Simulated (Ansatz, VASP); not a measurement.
# Two plane-wave programs on KAlAs3

```
K Al As
1.0
     5.02105    0.00000    0.00000
     0.00000    5.02105    0.00000
     0.00000    0.00000    5.02105
K Al As
1 1 3
Direct
  0.00000 0.00000 0.00000
  0.50000 0.50000 0.50000
  0.00000 0.50000 0.50000
  0.50000 0.00000 0.50000
  0.50000 0.50000 0.00000
```

Alike in both runs: functional PBE; k mesh 8 × 8 × 8; occupations gaussian, width 0.1 eV; no spin polarisation.

Ansatz relaxed the structure, and its values are those at the end. VASP's run is a single point on that final structure, the one shown.

|  | VASP | Ansatz |
| --- | --- | --- |
| version | VASP 6.6.1 | Ansatz 0.2.0 |
| potentials or method | VASP PAW PBE potentials, release 64 (K_sv, Al, As) | scalar-relativistic, plane waves, PAW |
| plane-wave cutoff (eV) | 520 | 420 |
| valence electrons in the cell | 27 | 57 |

|  | VASP | Ansatz | Ansatz less VASP |
| --- | --- | --- | --- |
| gap on the k mesh at the Fermi level (eV) | none | none | - |
| pressure (GPa) | 0.1 | 0.0 | -0.09 |

A gap of «none» marks a metal or a gap that the smearing closes. With one functional, cell and mesh, what is left measures potentials, basis and numerics. The two sets of potentials don't hold the same shells in valence.
